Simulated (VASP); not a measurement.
OSZICAR of a VASP run on CoAl (CsCl type):

**OSZICAR**
```
       N       E                     dE             d eps       ncg     rms          rms(c)
DAV:   1     0.332802822659E+02    0.33280E+02   -0.50900E+03  1704   0.116E+03
DAV:   2    -0.137189455623E+02   -0.46999E+02   -0.44450E+02  1688   0.185E+02
DAV:   3    -0.149284396188E+02   -0.12095E+01   -0.12007E+01  2076   0.397E+01
DAV:   4    -0.149506922933E+02   -0.22253E-01   -0.22240E-01  2030   0.474E+00
DAV:   5    -0.149513884455E+02   -0.69615E-03   -0.69613E-03  2038   0.855E-01    0.132E+01
DAV:   6    -0.182134383132E+02   -0.32620E+01   -0.83128E+01  1870   0.135E+02    0.190E+01
DAV:   7    -0.130767591587E+02    0.51367E+01   -0.35883E+01  1846   0.858E+01    0.188E+00
DAV:   8    -0.130728182136E+02    0.39409E-02   -0.26170E-01  1748   0.444E+00    0.126E+00
DAV:   9    -0.130567720931E+02    0.16046E-01   -0.43908E-02  2070   0.288E+00    0.357E-01
DAV:  10    -0.130560717380E+02    0.70036E-03   -0.16342E-03  1962   0.547E-01    0.145E-01
DAV:  11    -0.130560552665E+02    0.16471E-04   -0.39865E-05  2024   0.597E-02    0.309E-02
DAV:  12    -0.130560494307E+02    0.58358E-05   -0.22942E-05  1966   0.643E-02    0.577E-03
DAV:  13    -0.130560492917E+02    0.13909E-06   -0.54689E-07  1862   0.670E-03    0.192E-03
DAV:  14    -0.130560492487E+02    0.42990E-07   -0.70097E-08   914   0.288E-03
   1 F= -.13056049E+02 E0= -.13056049E+02  d E =-.619949E-06
```

**Question.** Which electronic solver shows in the log?

**Answer.** It is blocked Davidson (ALGO = Normal, or the opening steps of other solvers). The INCAR had ALGO = Normal.

**Question.** How was spin treated?

**Answer.** Without spin polarisation: there is no mag entry.

**Question.** Can the final energy be trusted as converged?

**Answer.** Self-consistency was reached. It stopped with EDIFF = 1E-7, NELM = 100 (PBEsol GGA, plane waves, VASP's PBE PAW potentials (set 64)).

The compound is CoAl in the CsCl type structure. This cell was strained or had an atom moved on purpose. The run is not spin-polarised, so no magnetic state was tried.
